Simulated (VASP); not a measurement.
# Ta: a series in biaxial strain in the (110) plane

Wanted: the elastic response of Ta to biaxial strain in the (110) plane, with a fit that predicts a row left out.

Method: r2SCAN; plane waves and PAW (Ta_pv), in the first sound run; inputs show where later runs differ, in VASP 6.6.1.

Most raw output is cut from this account.

### 1. The structure

The structure is cubic, space group Im-3m (No. 229). Conventional cell: a = 3.310 Å, b = 3.310 Å, c = 3.310 Å, α = 90.00°, β = 90.00°, γ = 90.00°. Ta has 8 Ta at 2.87 Å nearest.

### 2. Relax the crystal, r2SCAN

The series starts from the cell that this level prefers, so that zero strain is near zero stress.

Level: r2SCAN; plane waves and PAW (Ta_pv).

The input, INCAR:

```
SYSTEM = Ta
PREC = Accurate
ENCUT = 450
EDIFF = 1E-07
NELM = 120
ISMEAR = 1
SIGMA = 0.15
LREAL = .FALSE.
ALGO = Normal
METAGGA = R2SCAN
LASPH = .TRUE.
NBANDS = 11
LORBIT = 11
LWAVE = .FALSE.
LCHARG = .FALSE.
KPAR = 8
IBRION = 2
NSW = 40
ISIF = 3
EDIFFG = -0.005
POTIM = 0.4
```

The input, POSCAR:

```
Ta
1.0
   -1.6550000000      1.6550000000      1.6550000000
    1.6550000000     -1.6550000000      1.6550000000
    1.6550000000      1.6550000000     -1.6550000000
Ta
1
Direct
    0.0000000000      0.0000000000      0.0000000000
```

The input, KPOINTS:

```
Automatic mesh
0
Gamma
25 25 25
0 0 0
```

Potentials, in the order of the species: Ta_pv (PBE family, release 64).

Run with:

```console
> mpirun -np 8 vasp_std
```

Elapsed: 38 s, on 8 MPI ranks of Intel Xeon 6975P-C (Granite Rapids), shared host; peak memory 1.4 GiB.

Numbers from this step:

```
energy(sigma→0) of the program : -48.5800 eV
stress, compression positive   : 0.02 along [110], 0.02 across it (mean), GPa
volume                         : 18.117 Å³
ionic steps                    : 3
```

### 3. Strain along the normal, r2SCAN

One member in full: the plane is strained by -0.5 %, and the strain along the normal is moved by secant steps until the normal stress is under 0.012 GPa or five steps are spent; the atoms relax at each step.

This step took 3 runs, each at a new trial strain with the atoms of the one before; the last is shown.

Level: r2SCAN; plane waves and PAW (Ta_pv).

INCAR: that of step 2 with these lines changed.

```diff
@@ -15,7 +15,7 @@
 LCHARG = .FALSE.
-KPAR = 8
-IBRION = 2
-NSW = 40
-ISIF = 3
-EDIFFG = -0.005
-POTIM = 0.4
+KPAR = 2
+IBRION = 1
+NSW = 25
+ISIF = 2
+EDIFFG = -0.004
+POTIM = 0.3
```

The input, POSCAR:

```
Ta
1.0
   -1.6462691680      1.6462691680      1.6462691680
    1.6462691680     -1.6462691680      1.6462691680
    1.6631543720      1.6631543720     -1.6462691680
Ta
1
Direct
    0.0000000000      0.0000000000      0.0000000000
```

KPOINTS is that of step 2.

Run with:

```console
> mpirun -np 2 vasp_std
```

Run time: 4.9 min. Hardware: 2 MPI ranks; peak memory 0.84 GiB.

Numbers from this step:

- energy(sigma→0) of the program: -48.5791 eV
- stress, compression positive: 0.00 along [110], 1.51 across it (mean), GPa
- ionic steps: 1

### 4. All members

The other members went through these steps as far as the tables show, with the same cutoff and, step by step, the same mesh; 26 runs are not shown. The session took 4.2 core hours (wall time by ranks) on a shared machine.

```csv
in-plane strain (%),strain along the normal (%),"mean of the two in-plane stresses, tension positive (GPa)","energy above the unstrained row, extrapolated to no smearing (meV/atom)"
-2.000,2.107,-6.257,14.011
-1.500,1.579,?,?
-1.000,1.049,-3.038,3.527
-0.500,0.521,-1.512,0.923
0,0.006,-0.006,0.000
0.500,-0.519,1.430,0.796
1.000,-1.071,2.736,3.172
1.500,-1.624,3.956,6.933
2.000,-2.168,5.108,12.034
```

### 5. Stress from the known rows

A least-squares parabola through the 8 rows shown, with e the strain in %: stress = − 0.1421 e² + 2.855 e − 0.006778 (GPa), r.m.s. residual 0.030 GPa.

For the withheld row, e = -1.5, the fit gives -4.609 GPa.

### 6. Prediction against calculation

The calculation gives -4.622 GPa, so the prediction is 0.013 GPa too high, within twice the residual of the fit.

Slopes at zero strain, from cubics through all rows: strain ratio -1.056, stress over strain 290 GPa.

### 7. Summary of results

- error of the predicted stress: 0.013 GPa
- ratio of normal to in-plane strain: -1.056
- biaxial modulus: 290 GPa

In words: As a check, the curvature of the energy gives 294 GPa for the same modulus (energy per volume = M × strain²), 1 % from the slope of the stress; these energies are extrapolated to no smearing, while the stress belongs to the free energy, so part of the difference may come from that. These are static values: temperature and zero-point motion are left out. In a metal the slopes also depend on mesh and smearing, which were held through the series.

[Lines on the potential files, build, host, timing and source positions are cut from VASP's logs without a mark.]

[Logs are printed without paths, hosts, clocks, repeated set-up lines and the standing remarks that a program may print on its own settings, such as how far it seeks lower states.]

[Hosts, paths, dates, database ids (printed as entryN), source tags and the programs' standing remarks are cut or masked in the printed files.]

[In band tables of VASP the shares of atoms and orbitals are scaled to a sum of 1 inside the atoms' spheres.]
